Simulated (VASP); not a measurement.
Set up this calculation in VASP 6.6.1, as the native input.

```
Task                   : relaxation of cell and atoms
Functional             : PBE
Potentials or basis    : VASP PAW PBE potentials, release 64 (Be, Se, O)
Cutoff                 : 520 eV
k mesh                 : 4 × 4 × 3
Occupations            : gaussian, width 0.15 eV
Spin                   : no spin polarisation
Further INCAR settings : PREC = Normal; ALGO = Fast; EDIFF = 0.0001; IBRION = 2; EDIFFG = -0.08; NSW = 24; ISIF = 3
```

The structure of Be3Se2O lies in POSCAR:

```
Be3Se2O
1.0
    4.1173469000      0.0000000000      0.0000000000
    0.0000000000      4.1173469000      0.0000000000
    0.0000000000      0.0000000000      5.8634084600
Be Se O
3 2 1
Direct
    0.5000000000      0.5000000000      0.0000000000
    0.0000000000      0.0000000000      0.0000000000
    0.5000000000      0.5000000000      0.5000000000
    0.0000000000      0.5000000000      0.2679100000
    0.5000000000      0.0000000000      0.7320900000
    0.0000000000      0.0000000000      0.5000000000
```

The cell was built by a generator and needn't be a form met in nature.

One way to write it, as run:

INCAR

```
SYSTEM = Be3Se2O
PREC     = Normal         ! precision mode
ENCUT    = 520            ! plane-wave cutoff, eV
EDIFF    = 1E-4           ! SCF threshold, eV
ISMEAR   = 0              ! smearing method
SIGMA    = 0.15           ! smearing width, eV
LREAL    = .FALSE.        ! projectors in reciprocal space
LASPH    = .TRUE.         ! aspherical terms in the spheres
NELM     = 60             ! most SCF steps
ALGO     = Fast           ! electronic algorithm
ISIF     = 3              ! what is computed and relaxed
LWAVE    = .FALSE.        ! write WAVECAR
LCHARG   = .FALSE.        ! write CHGCAR
GGA      = PE             ! functional
IBRION   = 2              ! ionic algorithm
NSW      = 24             ! ionic steps
EDIFFG   = -0.08          ! ionic threshold
KPAR     = 2
```

KPOINTS

```
regular mesh
0
G
  4 4 3
  0 0 0
```

Potentials or basis: VASP PAW PBE potentials, release 64 (Be, Se, O).

Command:

```bash
$ cat potpaw_PBE.64/Be/POTCAR potpaw_PBE.64/Se/POTCAR potpaw_PBE.64/O/POTCAR > POTCAR
$ mpirun -np 2 vasp_std > vasp.out
```

Results of the run:

```yaml
Relaxed_volume: 14.37 Å³/atom
Relaxed_cell: a = 3.254 Å, b = 3.254 Å, c = 8.144 Å, α = 90.00°, β = 90.00°, γ = 90.00°
Space_group_after_relaxing_to_0.05_Å: P-4m2 (No. 115)
Energy_gained_by_relaxing: 663.3 meV/atom
Ionic_steps: 22
Pressure_after_relaxing: -0.5 GPa
Largest_force_after_relaxing: 0.063 eV/Å
Band_gap_on_the_k_mesh: 0.48 eV, indirect (least direct gap 0.63 eV)
```

Caveat: an odd mesh through Γ misses points on the zone boundary, where band edges often lie; the relaxation stopped at a loose force limit of 0.08 eV/Å, so its end isn't a converged minimum.

Wall time 2.8 min on 2 MPI ranks on Intel(R) Xeon(R) Platinum 8259CL CPU @ 2.50GHz (Skylake/Cascade Lake), on a shared host, peak memory 0.16 GiB a rank.
